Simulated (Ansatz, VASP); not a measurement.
**WS2: VASP beside Ansatz**

One calculation is typed for both programs; each brings its own data sets. How far apart do they land? Of the first pair: The structure shown is the end of the Ansatz relaxation below.

Main program and level: Ansatz 0.2.0; plane waves, with VASP 6.6.1 beside it; single point at LDA.

### Step 1. Starting point

The cell holds 3 atoms: 1 W and 2 S. Cell: a = 3.125 Å, b = 3.125 Å, c = 30.000 Å, α = 90.0°, β = 90.0°, γ = 120.0°. Vacuum lies along c.

### Step 2. Ansatz: relaxation, LDA

Ansatz runs on its default PAW (the set named soft_2) files.

This run makes the geometry at which the two programs are then compared.

Input file input.yaml:

```yaml
crystal:
  lattice:
    - [3.1254156395, 0.0, 0.0]
    - [-1.5627078198, 2.7066893412, 0.0]
    - [0.0, 0.0, 30.0]
  atoms:
    - { symbol: W, position: [0.3333333333, 0.6666666667, 0.3333333333] }
    - { symbol: S, position: [0.6666666667, 0.3333333333, 0.3853515375] }
    - { symbol: S, position: [0.6666666667, 0.3333333333, 0.2813151292] }
  periodic: [true, true, false]
kpoints:
  mp_grid: { grid: [12, 12, 1] }
hamiltonian:
  xc: lda
scf:
  occupations: { method: fixed }
output:
  forces: true
  stress: true
  eigenvalues: true
  write_density: true
  write_potential: true
  elf: true
  volumetric_format: npy
relax:
  adjacent_minimum: "off"
  f_tol: 0.001
  max_steps: 60
  cell: { stress_2d_tol: 0.002 }
```

Launch:

```console
ansatz run input.yaml --threads 8 --pin off --max-ram 14336MiB --backend cpu --events-out ev --progress --plain --runs-dir out
```

Numbers of over 12 decimals in the logs are rounded to 6 here.

The program printed:

```text
Engine: ansatz 0.2.0, x86_64-unknown-linux-gnu
Pseudopotentials: kind: paw
Pseudopotential: W, paw, valence charge 14, recommended cutoff 420 eV (normal), W.paw.azcp
Pseudopotential: S, paw, valence charge 6, recommended cutoff 420 eV (normal), S.paw.azcp
Functional definition: SPW92
  exchange = slater_x
  correlation = pw_c
Crystal: 3 atoms, lattice volume = 253.786 Å³
Basis set: ecut = 420 eV, 4925 PW (Γ)
Bands: 17, of which v1, the nominal top of the filled ones, is band 13 counted from 1 (12 counted from 0)
Symmetry: 12 space group operations
Space group: P-6m2 (ITA 187), of the structure as read, at distance tolerance 6.3e-5 Å
k-points: 19 of 144 (time reversal used)
Non-local potential: W, projectors of the file, l = 0: 3, l = 1: 2, l = 2: 2, l = 3: 1
Non-local potential: S, projectors of the file, l = 0: 2, l = 1: 2, l = 2: 2
PAW form: soft (Blöchl's): semilocal exchange-correlation on the pseudo side does not see the compensation charge
PAW frozen core: W, regenerated for the run's functional, and the local potential with it (the file was generated under x = pbe(κ = 0.804, μ = 0.219515), c = pbe(β = 0.066725))
PAW frozen core: S, regenerated for the run's functional, and the local potential with it (the file was generated under x = pbe(κ = 0.804, μ = 0.219515), c = pbe(β = 0.066725))
PAW one-centre angular grid: W, 590 points (default); XC on 64 Gauss nodes
PAW one-centre angular grid: S, 110 points (default); XC on 64 Gauss nodes
Initial density: superposition of atomic densities (neutral atoms: chi_scale 0, normalization atom), corrected by the library's trained network
Initial wavefunctions: pseudopotential atomic-orbital guess
Functional: x = slater, c = lda
SCF iter   1: F=—  HF=-11871.604156 eV  |F-HF|=—  |Δ(HF+E_count)|=         —  Δρ=5.31e-3  dr2=1.65e-1  ethr=1.77e-3  ⟨swp⟩=7.7  Hψ=2255  notcnv=0  defer=34
preconditioner: auto → none  [insulator: Δε(μ)=1.958 eV  Ē_g=8.822 eV  n_scr=16 (ndim 8)  ℏωp=9.9 eV  f_vac=0.765  ε∞_Penn≈2.3]
SCF iter   2: F=—  HF=-11871.674407 eV  |F-HF|=—  |Δ(HF+E_count)|=   7.03e-2  Δρ=7.72e-3  dr2=5.74e-1  ethr=6.36e-4  ⟨swp⟩=5.1  Hψ=1055  notcnv=0  defer=35  recentre
SCF iter   3: F=—  HF=-11871.581522 eV  |F-HF|=—  |Δ(HF+E_count)|=   9.29e-2  Δρ=1.89e-3  dr2=5.04e-3  ethr=6.36e-4  ⟨swp⟩=4.7  Hψ=701  notcnv=0  defer=38
SCF iter   4: F=—  HF=-11871.583365 eV  |F-HF|=—  |Δ(HF+E_count)|=   1.84e-3  Δρ=5.69e-4  dr2=7.62e-4  ethr=1.94e-5  ⟨swp⟩=3.7  Hψ=953  notcnv=0  defer=38
SCF iter   5: F=—  HF=-11871.583345 eV  |F-HF|=—  |Δ(HF+E_count)|=   1.94e-5  Δρ=2.15e-4  dr2=9.96e-5  ethr=2.93e-6  ⟨swp⟩=3.5  Hψ=722  notcnv=0  defer=38
SCF iter   6: F=—  HF=-11871.583326 eV  |F-HF|=—  |Δ(HF+E_count)|=   1.92e-5  Δρ=3.69e-5  dr2=7.38e-6  ethr=3.83e-7  ⟨swp⟩=2.8  Hψ=657  notcnv=0  defer=38
SCF iter   7: F=—  HF=-11871.583325 eV  |F-HF|=—  |Δ(HF+E_count)|=   1.25e-6  Δρ=1.48e-5  dr2=6.41e-7  ethr=2.84e-8  ⟨swp⟩=4.0  Hψ=718  notcnv=0  defer=38
SCF iter   8: F=—  HF=-11871.583325 eV  |F-HF|=—  |Δ(HF+E_count)|=   8.72e-8  Δρ=6.57e-6  dr2=1.18e-7  ethr=3.85e-10  ⟨swp⟩=26.4  Hψ=4973  notcnv=0
SCF iter   9: F=-11871.583325 eV  HF=-11871.583325 eV  |F-HF|=1.22e-9  |Δ(HF+E_count)|=   3.93e-8  Δρ=8.55e-7  dr2=1.49e-9  ethr=3.85e-10  ⟨swp⟩=14.8  Hψ=2982  notcnv=0
SCF 1 converged in 9 iterations: F = -11871.583325 eV  dr2 = 1.49e-9
  greatest PAW one-centre occupation: 1.000 electrons in one spin orbital (limit 2), on the W atom at site 0 (counted from 0), in its partial waves of l = 0
relax step   1: F+E_penalty+E_count = -11871.58332483 eV  Δ(F+E_penalty+E_count) = +0.000e0 eV  max|allowed force component| = 6.787e-4 eV/Å  Δτ_max = 0.0000 Å  P = -0.005 N/m  Ω = 253.786 Å³  fix = [c, alpha, beta]  reactions: c +0.000 N/m  (9 SCF iters, dr2 threshold 1.00e-7 eV, accepted)
[...]
relax step   2: F+E_penalty+E_count = -11871.58332534 eV  Δ(F+E_penalty+E_count) = -5.105e-7 eV  max|allowed force component| = 4.758e-5 eV/Å  Δτ_max = 0.0000 Å  P = +0.001 N/m  Ω = 253.773 Å³  energy of the carried Pulay correction = +4.482e-7 eV  fix = [c, alpha, beta]  reactions: c +0.000 N/m  (5 SCF iters, dr2 threshold 4.22e-11 eV, accepted)
[...]
relax step   3: F+E_penalty+E_count = -11871.58332484 eV  Δ(F+E_penalty+E_count) = +5.034e-7 eV  max|allowed force component| = 4.787e-5 eV/Å  Δτ_max = 0.0000 Å  P = +0.001 N/m  Ω = 253.773 Å³  fix = [c, alpha, beta]  reactions: c +0.000 N/m  stress off target by 1.17e-3 N/m on what of the cell is left free  SCF on the basis re-selected at this cell (its energy is not comparable with the rows above)  (9 SCF iters)
basis re-selected at this cell: Δ(F+E_penalty+E_count) = +5.034e-7 eV, ΔP = +0.000 N/m vs the last step (what re-selecting the basis moved, of the pressure what is left beyond the Pulay correction that the steps carried, after the strain that the cell walked since its last selection, with what the two solves' SCF thresholds leave and, on support functions, any second-order correction that the steps lacked; it is no m [...]
WARN: The output density's exchange-correlation potential varies sharply where the density is thin. Do not read a vacuum level from v_tot or v_xc, or from such a field of the output density. On a cell that repeats whose density bears no net charge and no dipole along the vacuum's axis use v_es (v_loc + v_h of the components); under efield.dipole_correction with no amplitude use v_es + v_field, which holds any externa [...]
SCF converged after 9 iterations
Free energy (F): -11871.583325 eV
Harris-Foulkes:  -11871.583325 eV  (|F-HF|=3.64e-11)
Internal energy: -11871.583325 eV  (E = F + TS)
E sigma→0 (E₀):  -11871.583325 eV
Fermi energy:    -5.945403 eV
--- Per-component energies (eV) ---
  E_band       = -628.349712
  E_kinetic    = 669.985035
  E_local      = -45494.146546  (includes V_loc(G=0)·N_el)
  E_nonlocal   = 65.257012
  E_hartree    = 22344.495720
  E_xc         = -459.453276
  E_vxc        = -416.836334  (∫ρ·V_xc dr)
  E_paw        = -9447.479684  (= ΣΔE_a)
  E_vpaw       = -141.600253  (= ΣTr[D̂ρ^β])
  E_aug_tail   = -0.000067  (compensation charges beyond the density's cutoff)
  E_ewald      = 20449.168934
  E_core_change = 0.589548  (= ΣΔE_core)
  E_smearing   = -0.000000  (= −TS)
  E_closure    = 0.000000  (closes the sum)
  Σ components = -11871.583325   (vs F -11871.583325, Δ=0.00e0)
--- Forces (eV/Å), atoms counted from 1 ---
  atom   1  W      0.00000000     0.00000000     0.00000000
  atom   2  S     -0.00000000    -0.00000000     0.00004787
  atom   3  S     -0.00000000    -0.00000000    -0.00004787
  max |Σ_I F_I| component: 5.55e-17 eV/Å
--- 2D stress c σ (N/m, compression-positive) ---
        0.001168       0.000000       0.000000
       -0.000000       0.001168       0.000000
        0.000000       0.000000       0.000000
  P = ½ c Tr σ = 0.0012 N/m
--- Band table (eV; the first three rows and the last of 19) ---
  k-point 0: bands = [... 9 lower, -8.1466, -7.5027, -7.5027, -6.1017, -2.8918, -2.8918, -2.6977, -2.6977]
  k-point 1: bands = [... 9 lower, -8.5479, -7.6960, -7.3077, -6.1437, -3.0349, -3.0097, -2.8130, -2.6631]
  k-point 2: bands = [... 9 lower, -8.3491, -8.1440, -7.2979, -6.3761, -3.5343, -3.0610, -3.0162, -2.1432]
  k-point 18: bands = [... 9 lower, -9.8078, -9.2483, -8.3239, -5.9454, -3.9585, -2.6497, -1.7060, -0.0572]
--- Relaxed structure (2 steps of the walk, 2 accepted, 1 SCFs on fresh bases) ---
  F+E_penalty+E_count = -11871.58332484 eV   max|allowed force component| = 4.787e-5 eV/Å   (the final SCF, on the basis selected at the relaxed cell)
  cell:  # Å, volume = 253.7727 Å³
    - [3.125334, 2.8866719772308532e-11, 0.0]
    - [-1.562667, 2.706619, 0.0]
    - [0.0, 0.0, 30.0]
  atoms:
    - { symbol: W, position: [0.333333, 0.666667, 0.333333] }
    - { symbol: S, position: [0.666667, 0.333333, 0.385351] }
    - { symbol: S, position: [0.666667, 0.333333, 0.281315] }
```

### Step 3. VASP: single point, LDA, relaxed cell, pair 1

The same cell, functional (in two slightly different forms) and mesh now go to VASP, with its own data sets.

Lines of VASP's logs that name or quote its potential files are left out, and so is its time.

Input file INCAR:

```
SYSTEM = WS2
PREC = Accurate
ENCUT = 520
EDIFF = 1E-06
NELM = 120
ISMEAR = 0
SIGMA = 0.01
LREAL = .FALSE.
ALGO = Normal
GGA = PW92
NBANDS = 15
LASPH = .TRUE.
LORBIT = 11
LWAVE = .FALSE.
LCHARG = .FALSE.
ISIF = 2
LDIPOL = .TRUE.
IDIPOL = 3
DIPOL = 0.5 0.5 0.333
LVHAR = .TRUE.
GGA_COMPAT = .FALSE.
EFERMI = MIDGAP
NELMDL = -8
```

Input file POSCAR:

```
WS2
1.0
    3.1253343072      0.0000000000      0.0000000000
   -1.5626671536      2.7066189054      0.0000000000
    0.0000000000      0.0000000000     30.0000000000
W S
1 2
Direct
    0.3333333333      0.6666666667      0.3333333333
    0.6666666666      0.3333333334      0.3853513739
    0.6666666666      0.3333333334      0.2813152926
```

Input file KPOINTS:

```
Automatic mesh
0
Gamma
12 12 1
0 0 0
```

The projector-augmented-wave data sets are W and S (LDA family, release 64).

Launch:

```console
mpirun -np 1 vasp_std
```

The program printed:

```text
[banner, memory and clock lines left out]
running    1 mpi-ranks, on    1 nodes
 distrk:  each k-point on    1 cores,    1 groups
 distr:  one band on    1 cores,    1 groups

 POSCAR found type information on POSCAR W S
 POSCAR found :  2 types and       3 ions
|                                                                             |
|               ----> ADVICE to this user running VASP <----                  |
|                                                                             |
|     You enforced a specific xc type in the INCAR file but a different       |
|     [... a line on the potential file left out ...]
|     I HOPE YOU KNOW WHAT YOU ARE DOING!                                     |
|                                                                             |

 LDA part: xc-table for (Slater(with rela. corr.)+PW92), standard interpolation
 POSCAR, INCAR and KPOINTS ok, starting setup
 FFT: planning ... GRIDC
 FFT: planning ... GRID_SOFT
 FFT: planning ... GRID
 WAVECAR not read
 entering main loop
       N       E                     dE             d eps       ncg     rms          rms(c)
DAV:   1     0.137380831923E+03    0.13738E+03   -0.58164E+03   570   0.853E+02
DAV:   2    -0.965227958454E+01   -0.14703E+03   -0.13447E+03   958   0.163E+02
DAV:   3    -0.272379537363E+02   -0.17586E+02   -0.17380E+02   808   0.709E+01
DAV:   4    -0.275960825403E+02   -0.35813E+00   -0.35653E+00   733   0.127E+01
DAV:   5    -0.276053892770E+02   -0.93067E-02   -0.93031E-02   817   0.197E+00
DAV:   6    -0.276057305215E+02   -0.34124E-03   -0.34124E-03   784   0.385E-01
DAV:   7    -0.276057439342E+02   -0.13413E-04   -0.13412E-04   840   0.689E-02
DAV:   8    -0.276057446746E+02   -0.74033E-06   -0.74034E-06   726   0.152E-02    0.294E+01
DAV:   9    -0.264666477280E+02    0.11391E+01   -0.29152E+00   775   0.119E+01    0.127E+01
DAV:  10    -0.263109584545E+02    0.15569E+00   -0.10581E+00   738   0.792E+00    0.588E+00
DAV:  11    -0.262352202508E+02    0.75738E-01   -0.15826E-01   703   0.351E+00    0.900E-01
DAV:  12    -0.262344315762E+02    0.78867E-03   -0.28702E-02   801   0.117E+00    0.511E-01
DAV:  13    -0.262327906705E+02    0.16409E-02   -0.81360E-03   766   0.616E-01    0.167E-01
DAV:  14    -0.262328737283E+02   -0.83058E-04   -0.60291E-04   717   0.204E-01    0.407E-02
[...]
DAV:  19    -0.262336826057E+02   -0.10299E-03   -0.64694E-06   682   0.875E-03    0.190E-03
DAV:  20    -0.262336988419E+02   -0.16236E-04   -0.26584E-07   657   0.212E-03    0.156E-03
DAV:  21    -0.262337238331E+02   -0.24991E-04   -0.16343E-06   574   0.333E-03    0.704E-04
DAV:  22    -0.262337276345E+02   -0.38014E-05   -0.91125E-08   628   0.956E-04    0.468E-04
DAV:  23    -0.262337341293E+02   -0.64948E-05   -0.21255E-07   538   0.116E-03    0.259E-04
DAV:  24    -0.262337363863E+02   -0.22570E-05   -0.59637E-08   586   0.697E-04    0.141E-04
DAV:  25    -0.262337378232E+02   -0.14368E-05   -0.28774E-08   572   0.466E-04    0.154E-04
DAV:  26    -0.262337382501E+02   -0.42698E-06   -0.61600E-09   586   0.275E-04
   1 F= -.26233738E+02 E0= -.26233738E+02  d E =0.000000E+00
```

From OUTCAR (step 3):

```text
ion  position               nearest neighbor table
   1  0.333  0.667  0.333-   2 2.39   2 2.39   2 2.39   3 2.39   3 2.39   3 2.39
   2  0.667  0.333  0.385-   1 2.39   1 2.39   1 2.39
   3  0.667  0.333  0.281-   1 2.39   1 2.39   1 2.39

  LATTYP: Found a hexagonal cell.
 ALAT       =     3.1253343072
 C/A-ratio  =     9.5989731181

 Subroutine GETGRP returns: Found 12 space group operations
 (whereof  6 operations were pure point group operations)

The static configuration has the point symmetry C_3v.
 The point group associated with its full space group is D_3h.

 Found     19 irreducible k-points:

   k-points           NKPTS =     19   k-points in BZ     NKDIM =     19   number of bands    NBANDS=     15

   dimension x,y,z NGX =    24 NGY =   24 NGZ =  224
   dimension x,y,z NGXF=    48 NGYF=   48 NGZF=  448

   ENCUT  =  520.0 eV  38.22 Ry    6.18 a.u.   5.81  5.81 55.78*2*pi/ulx,y,z

   NELECT =      18.0000    total number of electrons

 k-points in reciprocal lattice and weights: Automatic mesh
   0.00000000  0.00000000  0.00000000       0.007
   0.08333333  0.00000000  0.00000000       0.042
   0.16666667  0.00000000  0.00000000       0.042
   0.25000000  0.00000000  0.00000000       0.042
   0.33333333  0.00000000  0.00000000       0.042
   0.41666667  0.00000000  0.00000000       0.042
   0.50000000  0.00000000  0.00000000       0.021
   0.08333333  0.08333333  0.00000000       0.042
   0.16666667  0.08333333  0.00000000       0.083
[...]
0.33333333  0.25000000  0.00000000       0.083
   0.33333333  0.33333333  0.00000000       0.014

 dipolmoment           0.000000      0.000000      0.000001 electrons x Angstroem

 average (electrostatic) potential at core
       1 -49.3653       2 -95.3283       3 -95.3283

 E-fermi :  -2.5169

 k-point     1 :       0.0000    0.0000    0.0000
  band No.  band energies     occupation
    ...
      5      -6.3856      2.00000
      6      -5.7102      2.00000
      7      -5.0706      2.00000
      8      -5.0706      2.00000
      9      -3.6838      2.00000
     10      -0.4506      0.00000
     11      -0.4506      0.00000
     12      -0.2622      0.00000
     13      -0.2622      0.00000
     14       1.7393      0.00000
    ...

 k-point     2 :       0.0833    0.0000    0.0000
  band No.  band energies     occupation
    ...
      5      -6.2611      2.00000
      6      -6.1118      2.00000
      7      -5.2638      2.00000
      8      -4.8748      2.00000
      9      -3.7258      2.00000
     10      -0.5983      0.00000
     11      -0.5699      0.00000
     12      -0.3776      0.00000
     13      -0.2242      0.00000
     14       2.0224      0.00000
    ...

 k-point     3 :       0.1667    0.0000    0.0000
  band No.  band energies     occupation
    ...
      5      -6.7849      2.00000
      6      -5.9170      2.00000
      7      -5.7117      2.00000
      8      -4.8660      2.00000
      9      -3.9569      2.00000
     10      -1.0982      0.00000
     11      -0.6273      0.00000
     12      -0.5782      0.00000
     13       0.2898      0.00000
     14       2.4983      0.00000
    ...

  Total       -0.1144068     -0.1144068     -0.0801084     -0.0000000      0.0000000      0.0000000
  in kB       -0.7223002     -0.7223002     -0.5057590     -0.0000000      0.0000000      0.0000000
  external PRESSURE =      -0.6501198 kB  Pullay stress =       0.0000000 kB

  energy-cutoff  :      520.00
  volume of cell :      253.77
      direct lattice vectors                 reciprocal lattice vectors
     3.125334307  0.000000000  0.000000000     0.319965771  0.184732324  0.000000000
    -1.562667154  2.706618905  0.000000000     0.000000000  0.369464648  0.000000000
     0.000000000  0.000000000 30.000000000     0.000000000  0.000000000  0.033333333

 POSITION                                       TOTAL-FORCE (eV/Angst)
 -----------------------------------------------------------------------------------
     -0.00000      1.80441     10.00000        -0.000000      0.000000      0.000000
      1.56267      0.90221     11.56054         0.000000     -0.000000     -0.017540
      1.56267      0.90221      8.43946         0.000000      0.000000      0.017540
 -----------------------------------------------------------------------------------
    total drift:                                0.000000     -0.000000      0.000014

  FREE ENERGIE OF THE ION-ELECTRON SYSTEM (eV)
  ---------------------------------------------------
  free  energy   TOTEN  =       -26.2337382501 eV

  energy  without entropy=      -26.2337382501  energy(sigma->0) =      -26.23373825

 vacuum level on the upper side and lower side of the slab         2.420         2.420

 total charge
# of ion       s       p       d       tot
------------------------------------------
    1        0.579   0.744   4.354   5.676
    2        1.358   2.367   0.000   3.725
    3        1.358   2.367   0.000   3.725
--------------------------------------------------
tot          3.294   5.478   4.354  13.126

[... 3 further parts left out ...]
```

This run has no spin polarisation, so a moment on W, if there is one, isn't seen. The data set W keeps the semicore shell frozen, which is cheaper and a little less accurate.

### Step 4. Side by side

Known differences besides the potentials themselves: fixed occupations in Ansatz, narrow Gaussian smearing in VASP; Ansatz cuts the interaction across the vacuum, VASP repeats the sheet with a dipole correction; the data sets hold 26 valence electrons in Ansatz (on its default PAW (the set named soft_2) files) and 18 in VASP; the cutoff is 420 eV in Ansatz and 520 eV in VASP; VASP's log shows a relativistic correction to its local exchange, Ansatz's none. Total energies have different zeros and are not compared.

The two programs side by side:

| quantity | Ansatz | VASP | difference |
| --- | --- | --- | --- |
| gap on the k mesh (eV) | 1.987 | 1.996 | -0.009 |

At this near-relaxed geometry the largest component of a force difference is 18 meV/Å. A gap on the mesh is an upper bound, since the band edges may lie between its points; neither run holds spin-orbit coupling, which can move the band edges of a compound of W. With vacuum in the cell, a pressure given here is an average over mostly empty space and none of the material.

[end of part 1 of 2]

[Lines on the potential files, build, host, timing and source positions are cut from VASP's logs without a mark.]

[Logs are printed without paths, hosts, clocks, repeated set-up lines and the standing remarks that a program may print on its own settings, such as how far it seeks lower states.]

[Hosts, paths, dates, database ids (printed as entryN), source tags and the programs' standing remarks are cut or masked in the printed files.]
